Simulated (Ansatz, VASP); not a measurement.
# Cross-check of GaMo5 (Mo(100), 5 layers, one monolayer of Ga on top sites) between VASP and Ansatz

One calculation is typed for both programs; each brings its own data sets. How far apart do they land? Of the first pair: The structure shown is the start of the Ansatz relaxation below; VASP solves that cell, so the two are compared at the walk's first step.

Program: Ansatz 0.2.0. Level of theory: plane waves, with VASP 6.6.1 beside it; single point at PBE. Results are calculated unless marked as measured.

### Step 1. The starting structure

The cell holds 6 atoms: 5 Mo and 1 Ga. Its edges and angles: a = 3.150 Å, b = 3.150 Å, c = 25.300 Å, α = 90.0°, β = 90.0°, γ = 90.0°. Vacuum lies along c.

### Step 2. Ansatz: relaxation, PBE

Ansatz runs on its default PAW (the set named soft_2) files.

The two programs are compared at the cell with which this relaxation starts, whose forces are those of its first step.

input.yaml reads:

```yaml
crystal:
  lattice:
    - [3.15, 0.0, 0.0]
    - [0.0, 3.15, 0.0]
    - [0.0, 0.0, 25.3]
  atoms:
    - { symbol: Mo, position: [0.0, 0.0, 0.3280632411] }
    - { symbol: Mo, position: [0.5, 0.5, 0.3903162055] }
    - { symbol: Mo, position: [0.0, 0.0, 0.45256917] }
    - { symbol: Mo, position: [0.5, 0.5, 0.5148221344] }
    - { symbol: Mo, position: [0.0, 0.0, 0.5770750988] }
    - { symbol: Ga, position: [0.0, 0.0, 0.6861660079] }
kpoints:
  mp_grid: { grid: [8, 8, 1] }
hamiltonian:
  xc: pbe
scf:
  occupations: { method: fermi_dirac, width: 0.1 }
  convergence: { dr2_threshold: 1.0e-08 }
efield:
  axis: 3
  dipole_correction: true
  ramp_position: 0.97
  ramp_width: 0.04
relax:
  f_tol: 0.01
  constraints: [{ sites: [0, 1, 2] }]
output:
  write_potential: true
  write_density: true
  volumetric_format: npy
```

The run is started by

```console
> ansatz run input.yaml --threads 4 --pin off --max-ram 8192MiB --backend cpu --events-out ev --progress --plain --runs-dir out
```

Numbers of over 12 decimals in the logs are rounded to 6 here.

The program printed:

```text
Engine: ansatz 0.2.0, aarch64-unknown-linux-gnu
Pseudopotentials: kind: paw
Pseudopotential: Mo, paw, valence charge 14, recommended cutoff 420 eV (normal), Mo.paw.azcp
Pseudopotential: Ga, paw, valence charge 13, recommended cutoff 420 eV (normal), Ga.paw.azcp
Functional definition: PBE
  parameter kappa = 0.804
  parameter beta = 0.066725
  exchange = pbe_x(kappa = kappa, mu = beta*pi^2/3)
  correlation = pbe_c(beta = beta)
Crystal: 6 atoms, lattice volume = 251.039 Å³
Basis set: ecut = 420 eV, 4957 PW (Γ), exchange–correlation on 48×48×360 points (8 copies of the dense FFT grid, shifted against one another)
Bands: 50, of which v1, the nominal top of the filled ones, is band 42 counted from 1 (41 counted from 0)
Symmetry: 8 space group operations
Space group: P4mm (ITA 99), of the structure as read, at distance tolerance 6.3e-5 Å
k-points: 15 of 64
Non-local potential: Mo, projectors of the file, l = 0: 3, l = 1: 2, l = 2: 2, l = 3: 1
Non-local potential: Ga, projectors of the file, l = 0: 2, l = 1: 2, l = 2: 3, l = 3: 1
PAW form: soft (Blöchl's): semilocal exchange-correlation on the pseudo side does not see the compensation charge
PAW one-centre angular grid: Mo, 590 points (default); XC on 64 Gauss nodes
PAW one-centre angular grid: Ga, 590 points (default); XC on 64 Gauss nodes
Initial density: superposition of atomic densities (neutral atoms: chi_scale 0, normalization atom), corrected by the library's trained network
Initial wavefunctions: pseudopotential atomic-orbital guess
Functional: x = pbe(κ = 0.804, μ = 0.219515), c = pbe(β = 0.066725)
SCF iter   1: F=—  HF=-28559.113104 eV  |F-HF|=—  |Δ(HF+E_count)|=         —  Δρ=8.45e-3  dr2=2.50e0  ethr=1.77e-3  p=-0.026 e·Å  D=-1.89e-2 V/Å  ΔV_dip=0.48 eV  dr2_dipole=1.31e0  V_vac-E_F(+/−)=4.43/3.95 eV  ⟨swp⟩=8.3  Hψ=3212  notcnv=0
efield: sawtooth ramp at fractional position 0.9700 (set: `efield.ramp_position`, or a place that a band, a saddle search or an elastic batch's reference lends), width 0.0400; the density the first Hamiltonian is built on has a dipole p = -0.026 e·Å; the dipole correction subtracts the counter field D = -1.89e-2 V/Å, which shifts the + side's vacuum level by +0.48 eV against the − side's; the planar-averaged density in the ramp window peaks in size at 1.4e-5 e/Å³
preconditioner: auto → LDOS  [metal: Δε(μ)=0.055 eV  Ē_g=6.550 eV  σ=0.100 eV  W_gap=0.14  n_scr=54 (ndim 8)  ℏωp=15.4 eV  f_vac=0.501  D(μ)=6.65/eV (n_scr^D=44)  β→1.0]
SCF iter   2: F=—  HF=-28559.073245 eV  |F-HF|=—  |Δ(HF+E_count)|=   3.99e-2  Δρ=4.44e-3  dr2=1.19e-1  ethr=1.77e-3  p=-0.018 e·Å  D=-1.31e-2 V/Å  ΔV_dip=0.33 eV  dr2_dipole=1.02e-2  V_vac-E_F(+/−)=4.28/3.95 eV  ⟨swp⟩=2.1  Hψ=938  notcnv=0
SCF iter   3: F=—  HF=-28559.065228 eV  |F-HF|=—  |Δ(HF+E_count)|=   8.02e-3  Δρ=2.24e-3  dr2=3.04e-2  ethr=1.43e-4  p=-0.019 e·Å  D=-1.36e-2 V/Å  ΔV_dip=0.34 eV  dr2_dipole=2.10e-3  V_vac-E_F(+/−)=4.30/3.95 eV  ⟨swp⟩=2.3  Hψ=1142  notcnv=0
SCF iter   4: F=—  HF=-28559.062720 eV  |F-HF|=—  |Δ(HF+E_count)|=   2.51e-3  Δρ=2.75e-4  dr2=6.30e-4  ethr=3.66e-5  p=-0.019 e·Å  D=-1.35e-2 V/Å  ΔV_dip=0.34 eV  dr2_dipole=2.47e-4  V_vac-E_F(+/−)=4.29/3.95 eV  ⟨swp⟩=2.3  Hψ=963  notcnv=0
SCF iter   5: F=—  HF=-28559.062696 eV  |F-HF|=—  |Δ(HF+E_count)|=   2.39e-5  Δρ=8.58e-5  dr2=2.25e-5  ethr=7.59e-7  p=-0.019 e·Å  D=-1.34e-2 V/Å  ΔV_dip=0.34 eV  dr2_dipole=2.67e-6  V_vac-E_F(+/−)=4.29/3.95 eV  ⟨swp⟩=2.4  Hψ=1043  notcnv=0
SCF iter   6: F=—  HF=-28559.062725 eV  |F-HF|=—  |Δ(HF+E_count)|=   2.94e-5  Δρ=3.02e-5  dr2=5.02e-6  ethr=2.71e-8  p=-0.018 e·Å  D=-1.32e-2 V/Å  ΔV_dip=0.34 eV  dr2_dipole=6.41e-8  V_vac-E_F(+/−)=4.28/3.95 eV  ⟨swp⟩=2.5  Hψ=1270  notcnv=0
SCF iter   7: F=—  HF=-28559.062823 eV  |F-HF|=—  |Δ(HF+E_count)|=   9.75e-5  Δρ=9.20e-6  dr2=5.49e-7  ethr=6.05e-9  p=-0.018 e·Å  D=-1.32e-2 V/Å  ΔV_dip=0.33 eV  dr2_dipole=1.60e-7  V_vac-E_F(+/−)=4.28/3.95 eV  ⟨swp⟩=2.1  Hψ=1144  notcnv=0
SCF iter   8: F=—  HF=-28559.062823 eV  |F-HF|=—  |Δ(HF+E_count)|=   1.53e-7  Δρ=3.18e-6  dr2=6.45e-8  ethr=6.61e-10  p=-0.018 e·Å  D=-1.31e-2 V/Å  ΔV_dip=0.33 eV  dr2_dipole=1.29e-8  V_vac-E_F(+/−)=4.28/3.95 eV  ⟨swp⟩=2.3  Hψ=1080  notcnv=0
SCF iter   9: F=—  HF=-28559.062823 eV  |F-HF|=—  |Δ(HF+E_count)|=   5.88e-8  Δρ=1.46e-6  dr2=1.67e-8  ethr=1.20e-11  p=-0.018 e·Å  D=-1.31e-2 V/Å  ΔV_dip=0.33 eV  dr2_dipole=1.46e-10  V_vac-E_F(+/−)=4.28/3.95 eV  ⟨swp⟩=10.8  Hψ=5626  notcnv=0
SCF iter  10: F=-28559.062823 eV  HF=-28559.062823 eV  |F-HF|=7.53e-10  |Δ(HF+E_count)|=   5.72e-9  Δρ=7.38e-7  dr2=2.92e-9  ethr=1.20e-11  p=-0.018 e·Å  D=-1.31e-2 V/Å  ΔV_dip=0.33 eV  dr2_dipole=7.95e-11  V_vac-E_F(+/−)=4.28/3.95 eV  ⟨swp⟩=10.0  Hψ=4986  notcnv=0
SCF 1 converged in 10 iterations: F = -28559.062823 eV  dr2 = 2.92e-9
  greatest PAW one-centre occupation: 0.998 electrons in one spin orbital (limit 2), on the Mo atom at site 0 (counted from 0), in its partial waves of l = 0
[...]
efield: sawtooth ramp at fractional position 0.9700 (set: `efield.ramp_position`, or a place that a band, a saddle search or an elastic batch's reference lends), width 0.0400; the density the first Hamiltonian is built on has a dipole p = -0.019 e·Å; the dipole correction subtracts the counter field D = -1.34e-2 V/Å, which shifts the + side's vacuum level by +0.34 eV against the − side's; the planar-averaged density in the ramp window peaks in size at 6.1e-6 e/Å³
preconditioner: auto → LDOS  [metal: Δε(μ)=0.046 eV  Ē_g=6.623 eV  σ=0.100 eV  W_gap=0.11  n_scr=54 (ndim 8)  ℏωp=15.4 eV  f_vac=0.512  D(μ)=6.77/eV (n_scr^D=44)  β→1.0]
SCF iter   2: F=—  HF=-28559.167015 eV  |F-HF|=—  |Δ(HF+E_count)|=   1.46e-4  Δρ=2.86e-4  dr2=5.31e-4  ethr=7.90e-6  p=-0.018 e·Å  D=-1.33e-2 V/Å  ΔV_dip=0.34 eV  dr2_dipole=1.04e-4  V_vac-E_F(+/−)=4.29/3.96 eV  ⟨swp⟩=1.3  Hψ=874  notcnv=0
SCF iter   3: F=—  HF=-28559.166997 eV  |F-HF|=—  |Δ(HF+E_count)|=   1.85e-5  Δρ=2.38e-4  dr2=2.86e-4  ethr=6.39e-7  p=-0.018 e·Å  D=-1.33e-2 V/Å  ΔV_dip=0.34 eV  dr2_dipole=6.28e-6  V_vac-E_F(+/−)=4.29/3.96 eV  ⟨swp⟩=2.8  Hψ=1230  notcnv=0
SCF iter   4: F=—  HF=-28559.166969 eV  |F-HF|=—  |Δ(HF+E_count)|=   2.80e-5  Δρ=2.69e-5  dr2=2.84e-6  ethr=3.45e-7  p=-0.018 e·Å  D=-1.33e-2 V/Å  ΔV_dip=0.34 eV  dr2_dipole=3.92e-8  V_vac-E_F(+/−)=4.29/3.96 eV  ⟨swp⟩=2.0  Hψ=972  notcnv=0
SCF iter   5: F=—  HF=-28559.167062 eV  |F-HF|=—  |Δ(HF+E_count)|=   9.28e-5  Δρ=6.88e-6  dr2=2.55e-7  ethr=3.42e-9  p=-0.018 e·Å  D=-1.33e-2 V/Å  ΔV_dip=0.34 eV  dr2_dipole=8.05e-9  V_vac-E_F(+/−)=4.29/3.96 eV  ⟨swp⟩=3.1  Hψ=1272  notcnv=0
SCF iter   6: F=—  HF=-28559.167062 eV  |F-HF|=—  |Δ(HF+E_count)|=   1.33e-7  Δρ=2.48e-6  dr2=2.37e-8  ethr=3.08e-10  p=-0.018 e·Å  D=-1.33e-2 V/Å  ΔV_dip=0.34 eV  dr2_dipole=1.08e-9  V_vac-E_F(+/−)=4.29/3.96 eV  ⟨swp⟩=2.1  Hψ=1021  notcnv=0
SCF iter   7: F=-28559.167062 eV  HF=-28559.167062 eV  |F-HF|=2.87e-9  |Δ(HF+E_count)|=   2.95e-8  Δρ=1.01e-6  dr2=6.99e-9  ethr=1.20e-11  p=-0.018 e·Å  D=-1.33e-2 V/Å  ΔV_dip=0.34 eV  dr2_dipole=3.85e-9  V_vac-E_F(+/−)=4.29/3.96 eV  ⟨swp⟩=10.0  Hψ=5294  notcnv=0
SCF 5 converged in 7 iterations: F = -28559.167062 eV  dr2 = 6.99e-9
relax step   5: F+E_penalty+E_count = -28559.16706194 eV  Δ(F+E_penalty+E_count) = -3.141e-4 eV  max|allowed force component| = 1.387e-3 eV/Å  Δτ_max = 0.0091 Å  (7 SCF iters, accepted)
NSCF: frozen V_eff on 15 k-points
the band table was solved once a step of the walk had ended and its energy, with any forces and stress, was formed, with the checks that follow a solve (3210 applications of the Hamiltonian). They found nothing against the state; the energy, forces and stress were not computed again (output.eigenvalues in the input reference)
WARN: The output density's exchange-correlation potential varies sharply where the density is thin. Do not read a vacuum level from v_tot or v_xc, or from such a field of the output density. On a cell that repeats whose density bears no net charge and no dipole along the vacuum's axis use v_es (v_loc + v_h of the components); under efield.dipole_correction with no amplitude use v_es + v_field, which holds any externa [...]
SCF converged after 7 iterations
Free energy (F): -28559.167062 eV
Harris-Foulkes:  -28559.167062 eV  (|F-HF|=2.87e-9)
Internal energy: -28558.948648 eV  (E = F + TS)
E sigma→0 (E₀):  -28559.057855 eV
Entropy (-TS):   -0.218413 eV (-36.402 meV/atom)
Fermi energy:    4.796977 eV
Dipole field:    D = -0.013376 V/Å  (p = -0.018556 e·Å, saw-weighted, corrected)
Work function:   Φ+ = 4.2926 eV   Φ− = 3.9542 eV
Levels:          The Fermi level and band energies are counted from a zero that moves with the ramp; work functions are not
--- Per-component energies (eV) ---
  E_band       = -1490.987705
  E_kinetic    = 2310.353150
  E_local      = -102600.041285  (includes V_loc(G=0)·N_el)
  E_nonlocal   = 1138.686284
  E_hartree    = 49989.207113
  E_xc         = -980.477324
  E_vxc        = -1194.373204  (∫ρ·V_xc dr)
  E_paw        = -17991.112994  (= ΣΔE_a)
  E_vpaw       = -1123.949421  (= ΣTr[D̂ρ^β])
  E_aug_tail   = 0.000101  (compensation charges beyond the density's cutoff)
  E_efield     = 0.000124  (sawtooth field / dipole correction)
  E_vefield    = -0.075028  (∫n·V_field dr)
  E_ewald      = 39574.436183
  E_smearing   = -0.218413  (= −TS)
  E_closure    = -0.000000  (closes the sum)
  Σ components = -28559.167062   (vs F -28559.167062, Δ=0.00e0)
--- Forces (eV/Å), atoms counted from 1 ---
  atom   1  Mo     0.00000000    -0.00000000     1.23337347
  atom   2  Mo    -0.00000000     0.00000000    -1.03477836
  atom   3  Mo    -0.00000000     0.00000000    -0.20029631
  atom   4  Mo     0.00000000    -0.00000000     0.00138655
  atom   5  Mo    -0.00000000    -0.00000000    -0.00085680
  atom   6  Ga     0.00000000    -0.00000000     0.00117273
  max |Σ_I F_I| component: 1.27e-6 eV/Å
--- Band table (eV; the first three rows and the last of 15) ---
  k-point 0: bands = [... 38 lower, 4.0093, 4.0093, 4.5821, 4.6671, 4.7217, 4.7506, 4.7506, 6.0168, ... 4 higher]
  k-point 1: bands = [... 38 lower, 4.0829, 4.1377, 4.2156, 4.5084, 4.8839, 5.3692, 5.4020, 5.4304, ... 4 higher]
  k-point 2: bands = [... 38 lower, 3.8209, 3.9238, 4.0120, 4.8376, 5.2532, 5.4327, 5.5403, 5.6707, ... 4 higher]
  k-point 14: bands = [... 38 lower, 4.0255, 5.3195, 5.3195, 6.2558, 6.3316, 6.8272, 6.8400, 7.0095, ... 4 higher]
--- Relaxed structure (5 steps of the walk, 5 accepted, 0 SCFs on fresh bases) ---
  F+E_penalty+E_count = -28559.16706194 eV   max|allowed force component| = 1.387e-3 eV/Å
  atoms:
    - { symbol: Mo, position: [0.0, 0.0, 0.3280632411] }
    - { symbol: Mo, position: [0.500000, 0.500000, 0.3903162055] }
    - { symbol: Mo, position: [0.0, 0.0, 0.452569] }
    - { symbol: Mo, position: [0.500000, 0.500000, 0.516269] }
    - { symbol: Mo, position: [-5.602936578616561e-18, 0, 0.573485] }
    - { symbol: Ga, position: [-1.4696792758985265e-17, 0, 0.676748] }
```

(Part 1 of 2 ends here.)

[Lines on the potential files, build, host, timing and source positions are cut from VASP's logs without a mark.]

[Logs are printed without paths, hosts, clocks, repeated set-up lines and the standing remarks that a program may print on its own settings, such as how far it seeks lower states.]

[Hosts, paths, dates, database ids (printed as entryN), source tags and the programs' standing remarks are cut or masked in the printed files.]
